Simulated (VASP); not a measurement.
A run of VASP 6.6.1 is set up as follows.

Contents of INCAR:

```
  PREC = Accurate
  ENCUT = 520
  EDIFF = 1E-6
  ISMEAR = 0
  SIGMA = 0.1
  LREAL = F
  LASPH = T
  NELM = 100
  ALGO = Normal
  ISIF = 2
  LWAVE = F
  LCHARG = F
  GGA = CA
  NBANDS = 10
```

The input KPOINTS:

```
regular mesh
0
Gamma
  6 6 6
```

POSCAR

```
LiMg
1.0
    1.5457510101      0.8924397618      5.0810520986
   -1.5457510101      0.8924397618      5.0810520986
    0.0000000000     -1.7848795236      5.0810520986
Li Mg
1 1
Direct
    0.0000000000      0.0000000000      0.0000000000
    0.5000000000      0.5000000000      0.5000000000
```

Potentials or basis: VASP PAW LDA potentials, release 64 (Li_sv, Mg).

Launch:

```console
$ cat potpaw_LDA.64/Li_sv/POTCAR potpaw_LDA.64/Mg/POTCAR > POTCAR
$ mpirun -np 1 vasp_std > vasp.out
```

Estimate the band gap on the k mesh.

none (metal or under the smearing width).

Caveat: the k mesh is coarse (spacing up to 0.40 Å⁻¹), so the values aren't converged.
